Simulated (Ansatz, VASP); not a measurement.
# V3Ge: VASP beside Ansatz, part 2 of 2

Aim: how closely do two programs agree when they are given the same cell, functional and k mesh?

VASP 6.6.1 and Ansatz 0.2.0.

So far: The structure; VASP: single point, LDA.

### Step 3. Ansatz: single point, LDA

Level of this step: Ansatz beside VASP: Kohn-Sham DFT, plane waves, LDA (Ansatz).

Ansatz runs on its default PAW (the set named soft_2) files.

The same cell, functional (in two slightly different forms), mesh and smearing now go to Ansatz, which takes its cutoff from its data sets.

input.yaml reads:

```yaml
crystal:
  lattice:
    - [4.6530173949, 0.0, 0.0]
    - [0.0, 4.6530173949, 0.0]
    - [0.0, 0.0, 4.6530173949]
  atoms:
    - { symbol: Ge, position: [0.5, 0.5, 0.5] }
    - { symbol: Ge, position: [0.0, 0.0, 0.0] }
    - { symbol: V, position: [0.0, 0.5, 0.25], spin: 2.0 }
    - { symbol: V, position: [0.0, 0.5, 0.75], spin: 2.0 }
    - { symbol: V, position: [0.5, 0.25, 0.0], spin: 2.0 }
    - { symbol: V, position: [0.75, 0.0, 0.5], spin: -2.0 }
    - { symbol: V, position: [0.5, 0.75, 0.0], spin: -2.0 }
    - { symbol: V, position: [0.25, 0.0, 0.5], spin: -2.0 }
hamiltonian:
  xc: lda
  pseudopotentials: { kind: paw }
magnetization:
  spin_polarized: true
kpoints:
  mp_grid: { grid: [4, 4, 4] }
scf:
  occupations: { method: gaussian, width: 0.1 }
  n_extra_bands: 14
output:
  forces: true
  stress: true
  eigenvalues: true
```

Started as:

```
ansatz run input.yaml --threads 4 --pin off --max-ram 9216MiB --backend cpu --events-out ev --progress --plain --runs-dir out
```

Numbers of over 12 decimals in the logs are rounded to 6 here.

What it wrote:

```text
scf.n_extra_bands = 14 over 53 filled bands (N_el = 106.0): the run solves 67 bands
Engine: ansatz 0.2.0, aarch64-unknown-linux-gnu
Pseudopotentials: kind: paw
Pseudopotential: Ge, paw, valence charge 14, recommended cutoff 420 eV (normal), Ge.paw.azcp
Pseudopotential: V, paw, valence charge 13, recommended cutoff 420 eV (normal), V.paw.azcp
Functional definition: SPW92
  exchange = slater_x
  correlation = pw_c
Crystal: 8 atoms, lattice volume = 100.740 Å³
Basis set: ecut = 420 eV, 1935 PW (Γ)
Bands: 67, of which v1, the nominal top of the filled ones, is band 53 counted from 1 (52 counted from 0)
Symmetry: 4 space group operations
Space group: Pmm2 (ITA 25), of the structure as read, at distance tolerance 4.7e-5 Å
Magnetic group: BNS 105.214 (UNI 874), of the structure as read, at distance tolerance 4.7e-5 Å
k-points: 27 of 64 (time reversal used)
Non-local potential: Ge, projectors of the file, l = 0: 2, l = 1: 2, l = 2: 3, l = 3: 1
Non-local potential: V, projectors of the file, l = 0: 3, l = 1: 2, l = 2: 3, l = 3: 1
PAW form: soft (Blöchl's): semilocal exchange-correlation on the pseudo side does not see the compensation charge
PAW frozen core: Ge, regenerated for the run's functional, and the local potential with it (the file was generated under x = pbe(κ = 0.804, μ = 0.219515), c = pbe(β = 0.066725))
PAW frozen core: V, regenerated for the run's functional, and the local potential with it (the file was generated under x = pbe(κ = 0.804, μ = 0.219515), c = pbe(β = 0.066725))
PAW one-centre angular grid: Ge, 590 points (default); XC on 64 Gauss nodes
PAW one-centre angular grid: V, 590 points (default); XC on 64 Gauss nodes
Initial density: superposition of atomic densities (chi_scale 0.1, normalization cell)
Starting moments: Σ|m| = 12 μB on 6 of 8 sites
Starting magnetic order: altermagnet, d-wave, planar spin-momentum locking; spin-degenerate planes through Γ normal to [1 0 -1], [1 0 1] of the run's lattice
Initial wavefunctions: pseudopotential atomic-orbital guess
Functional: x = slater, c = lda
SCF iter   1: F=—  HF=-25599.951469 eV  |F-HF|=—  |Δ(HF+E_count)|=         —  Δρ=1.25e-1 (↑1.25e-1 ↓1.25e-1)  dr2=5.31e0  dr2_m=1.29e1  M=-0.001 μB ∫|m|=1.270 μB  β_m=0.30  ethr=3.10e-3  ⟨swp⟩=5.2  Hψ=11219  notcnv=0
Mixer restart at iter 1: flushing history
preconditioner: auto → Kerker (q_TF=auto, 2.752 Å⁻¹)  [metal: Δε(μ)=0.013 eV  Ē_g=12.839 eV  σ=0.100 eV  W_gap=0.08  n_scr=32 (ndim 8)  ℏωp=28.2 eV  f_vac=0.000  D(μ)=6.66/eV (n_scr^D=80)]
spin=Collinear: Kerker preconditioning applied to the charge; magnetization (m = ρ↑ − ρ↓) channel mixes plain (no charge-response kernel on spin).
SCF iter   2: F=—  HF=-25596.239776 eV  |F-HF|=—  |Δ(HF+E_count)|=    3.71e0  Δρ=8.57e-2 (↑8.57e-2 ↓8.57e-2)  dr2=1.72e0  dr2_m=6.32e0  M=-0.000 μB ∫|m|=1.251 μB  β_m=0.61  ethr=3.10e-3  ⟨swp⟩=2.0  Hψ=5104  notcnv=0  defer=370
SCF iter   3: F=—  HF=-25597.300905 eV  |F-HF|=—  |Δ(HF+E_count)|=    1.06e0  Δρ=1.55e-2 (↑1.55e-2 ↓1.55e-2)  dr2=1.31e-1  dr2_m=2.06e-1  M=0.000 μB ∫|m|=0.554 μB  β_m=0.71  ethr=1.62e-3  ⟨swp⟩=2.9  Hψ=5164  notcnv=0  defer=370
SCF iter   4: F=—  HF=-25597.352130 eV  |F-HF|=—  |Δ(HF+E_count)|=   5.12e-2  Δρ=2.65e-3 (↑2.65e-3 ↓2.65e-3)  dr2=1.98e-2  dr2_m=3.79e-3  M=0.000 μB ∫|m|=0.126 μB  β_m=0.85  ethr=1.23e-4  ⟨swp⟩=2.2  Hψ=5607  notcnv=0  defer=376
SCF iter   5: F=—  HF=-25597.349115 eV  |F-HF|=—  |Δ(HF+E_count)|=   3.02e-3  Δρ=1.32e-3 (↑1.32e-3 ↓1.31e-3)  dr2=5.48e-3  dr2_m=7.71e-5  M=0.000 μB ∫|m|=0.008 μB  β_m=0.92  ethr=1.87e-5  ⟨swp⟩=2.0  Hψ=4746  notcnv=0  defer=376
SCF iter   6: F=—  HF=-25597.353823 eV  |F-HF|=—  |Δ(HF+E_count)|=   4.71e-3  Δρ=4.64e-4 (↑4.64e-4 ↓4.64e-4)  dr2=3.04e-4  dr2_m=1.01e-4  M=0.000 μB ∫|m|=0.013 μB  β_m=0.85  ethr=5.17e-6  ⟨swp⟩=2.2  Hψ=5140  notcnv=0  defer=376
SCF iter   7: F=—  HF=-25597.353827 eV  |F-HF|=—  |Δ(HF+E_count)|=   4.49e-6  Δρ=2.64e-4 (↑2.64e-4 ↓2.64e-4)  dr2=6.54e-6  dr2_m=6.17e-5  M=0.000 μB ∫|m|=0.011 μB  β_m=0.76  ethr=2.87e-7  ⟨swp⟩=2.0  Hψ=6122  notcnv=0  defer=376
SCF iter   8: F=—  HF=-25597.353812 eV  |F-HF|=—  |Δ(HF+E_count)|=   1.52e-5  Δρ=8.42e-5 (↑8.40e-5 ↓8.42e-5)  dr2=8.16e-7  dr2_m=6.22e-6  M=0.000 μB ∫|m|=0.004 μB  β_m=0.88  ethr=6.17e-9  ⟨swp⟩=2.0  Hψ=6002  notcnv=0  defer=376
SCF iter   9: F=—  HF=-25597.353811 eV  |F-HF|=—  |Δ(HF+E_count)|=   9.81e-7  Δρ=1.14e-5 (↑1.11e-5 ↓1.14e-5)  dr2=4.13e-7  dr2_m=2.48e-8  M=0.000 μB ∫|m|=0.000 μB  β_m=0.75  ethr=7.70e-10  ⟨swp⟩=2.1  Hψ=6219  notcnv=0  defer=376
SCF iter  10: F=—  HF=-25597.353811 eV  |F-HF|=—  |Δ(HF+E_count)|=   1.23e-8  Δρ=5.02e-6 (↑4.96e-6 ↓5.02e-6)  dr2=1.97e-8  dr2_m=1.58e-8  M=0.000 μB ∫|m|=0.000 μB  β_m=0.75  ethr=3.89e-10  ⟨swp⟩=2.0  Hψ=6147  notcnv=0  defer=376
SCF iter  11: F=—  HF=-25597.353811 eV  |F-HF|=—  |Δ(HF+E_count)|=   6.48e-9  Δρ=1.00e-6 (↑1.00e-6 ↓9.60e-7)  dr2=1.45e-9  dr2_m=4.66e-10  M=0.000 μB ∫|m|=0.000 μB  β_m=0.88  ethr=1.86e-11  ⟨swp⟩=2.0  Hψ=6493  notcnv=0  defer=376
SCF iter  12: F=-25597.353811 eV  HF=-25597.353811 eV  |F-HF|=3.43e-9  |Δ(HF+E_count)|=  6.95e-10  Δρ=7.01e-7 (↑6.79e-7 ↓7.01e-7)  dr2=3.56e-9  dr2_m=1.48e-11  M=0.000 μB ∫|m|=0.000 μB  ethr=1.37e-12  ⟨swp⟩=6.5  Hψ=13415  notcnv=0
SCF 1 converged in 12 iterations: F = -25597.353811 eV  dr2 = 3.56e-9
  greatest PAW one-centre occupation: 1.000 electrons in one spin orbital (limit 2), on the V atom at site 7 (counted from 0), in its partial waves of l = 0
WARN: the starting moments were not kept: the SCF closed with an absolute magnetisation of 3.5e-5 μB, where they sum to 12 μB in size (6 sites). That is at most 0.1 of that sum. Measured as dr2_m measures the in/out step, that magnetisation stands 1.3e-10 eV from none, at or under the dr2_threshold of 1.0e-7 eV: it is no larger than a step whose dr2_m would equal this threshold. The system may hold no moment; this SC [...]
SCF converged after 12 iterations
Magnetization: 0.0000 μB (53.0000 up, 53.0000 down)
Absolute magnetization: 0.0000 μB (∫|ρ↑−ρ↓|, with the PAW one-centre terms)
Spin contamination: 0.0000 ħ² per cell (⟨S²⟩ above its minimum at these occupations)
Per-site moments (μB) at R_I (Å): [(9.854712622768961e-8, 1.072960), (9.096239860159103e-8, 1.072960), (2.189955055422439e-6, 0.959685), (2.1899550554442246e-6, 0.959685), (5.555627806218826e-6, 0.959685), (6.372153226201741e-6, 0.959685), (3.02995878742835e-6, 0.959685), (6.372153226171423e-6, 0.959685)]
Free energy (F): -25597.353811 eV
Harris-Foulkes:  -25597.353811 eV  (|F-HF|=3.43e-9)
Internal energy: -25597.276283 eV  (E = F + TS)
E sigma→0 (E₀):  -25597.315047 eV
Entropy (-TS):   -0.077528 eV (-9.691 meV/atom)
Fermi energy:    17.511517 eV
--- Per-component energies (eV) ---
  E_band       = -826.631560
  E_kinetic    = 2265.063560
  E_local      = -8764.747619  (includes V_loc(G=0)·N_el)
  E_nonlocal   = 605.894720
  E_hartree    = 4020.183126
  E_xc         = -936.555700
  E_vxc        = -1132.921063  (∫ρ·V_xc dr)
  E_paw        = -10260.873260  (= ΣΔE_a)
  E_vpaw       = -1840.288112  (= ΣTr[D̂ρ^β])
  E_aug_tail   = 0.002013  (compensation charges beyond the density's cutoff)
  E_ewald      = -12532.136673
  E_core_change = 5.893551  (= ΣΔE_core)
  E_smearing   = -0.077528  (= −TS)
  E_closure    = 0.000000  (closes the sum)
  Σ components = -25597.353811   (vs F -25597.353811, Δ=0.00e0)
--- Forces (eV/Å), atoms counted from 1 ---
  atom   1  Ge     0.00000000     0.00000086     0.00000000
  atom   2  Ge     0.00000000    -0.00000056     0.00000000
  atom   3  V      0.00000000     0.00000057     0.00001278
  atom   4  V      0.00000000     0.00000057    -0.00001278
  atom   5  V      0.00000000     0.00000053     0.00000000
  atom   6  V      0.00001300    -0.00000068     0.00000000
  atom   7  V      0.00000000     0.00000016     0.00000000
  atom   8  V     -0.00001300    -0.00000068     0.00000000
  max |Σ_I F_I| component: 7.67e-7 eV/Å
--- Stress (GPa, compression-positive) ---
        0.560139       0.000000       0.000000
        0.000000       0.560119       0.000000
        0.000000       0.000000       0.560138
  P = ⅓ Tr σ = 0.5601 GPa (5.601 kbar)
--- Band table (eV; the first three rows and the last of 54) ---
  k-point 0 ↑: bands = [... 49 lower, 16.9533, 16.9533, 16.9533, 17.4303, 17.4303, 19.4651, 19.4651, 19.4651, ... 10 higher]
  k-point 1 ↑: bands = [... 49 lower, 16.9286, 16.9546, 16.9546, 17.4638, 17.4979, 18.9034, 19.3494, 19.3494, ... 10 higher]
  k-point 2 ↑: bands = [... 49 lower, 16.6611, 16.7724, 16.7724, 17.0560, 17.0560, 18.7660, 18.7660, 19.3568, ... 10 higher]
  k-point 26 ↓: bands = [... 49 lower, 17.5228, 17.5228, 17.5228, 17.5322, 17.5322, 17.5322, 17.5322, 17.5322, ... 10 higher]
```

It took 95 s on 4 threads of Arm Neoverse N1, shared host; peak memory 0.7 GiB; 6.2 min of CPU time.

The run ends at a pressure of 0.56 GPa.

### Step 4. Differences

Known differences besides the potentials themselves: the two LDA forms differ slightly; the cutoff is 420 eV in Ansatz and 380 eV in VASP (PREC = Normal); VASP's log shows a relativistic correction to its local exchange, Ansatz's none. Total energies have different zeros and are not compared.

Compared:

```
                                        quantity  Ansatz  VASP  difference
                                  pressure (GPa)    0.56  0.13       +0.43
pressure without Ansatz's Pulay correction (GPa)    0.49  0.13       +0.36
```

Ansatz's pressure holds a Pulay correction of 0.07 GPa; VASP's holds none.

### Step 5. Results

| Quantity | Value |
| --- | --- |
| difference in pressure (single point, LDA) | 0.43 GPa |

**Reading.** The difference in pressure is 0.43 GPa (single point, LDA), within the 1 GPa picked in this series as the mark of a large difference. Such differences can come from data sets, numerical settings and the points named under the comparisons, not from the functional's error against experiment.

[Lines on the potential files, build, host, timing and source positions are cut from VASP's logs without a mark.]

[Logs are printed without paths, hosts, clocks, repeated set-up lines and the standing remarks that a program may print on its own settings, such as how far it seeks lower states.]

[Hosts, paths, dates, database ids (printed as entryN), source tags and the programs' standing remarks are cut or masked in the printed files.]
